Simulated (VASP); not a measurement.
Here is the system:

```
AuZn
1.0
    3.19155     0.00000     0.00000
    0.00000     3.19155     0.00000
    0.00000     0.00000     3.19155
Zn Au
1 1
Direct
  0.50000   0.50000   0.50000
  0.00000   0.00000   0.00000
```

Computed with PW91 GGA, VASP's PBE PAW potentials (set 64) (plane waves; VASP). Numerical set-up: 520 eV cut-off, Gaussian smearing of 0.050 eV, potentials Zn Au.

Q: Give the energies of bands 6 to 14 at the high-symmetry points, in eV from the Fermi level.

A: 
```tsv
band	Γ	X	M	R
6	-7.40	-7.19	-6.31	-6.17
7	-5.30	-5.57	-4.95	-6.17
8	-5.30	-5.32	-4.03	-6.17
9	-3.69	-4.76	-4.03	-3.08
10	-3.69	-4.76	-3.13	-3.08
11	-3.69	-3.82	-1.79	1.23
12	4.92	-2.37	-1.79	3.35
13	4.92	10.39	0.70	3.73
14	4.92	10.82	2.24	3.73
```

It has no gap at this level: it comes out as a metal or semimetal.

The compound is AuZn in the CsCl type structure. It was relaxed first. The electron count is odd and the run is not spin-polarised, which forces a metal.
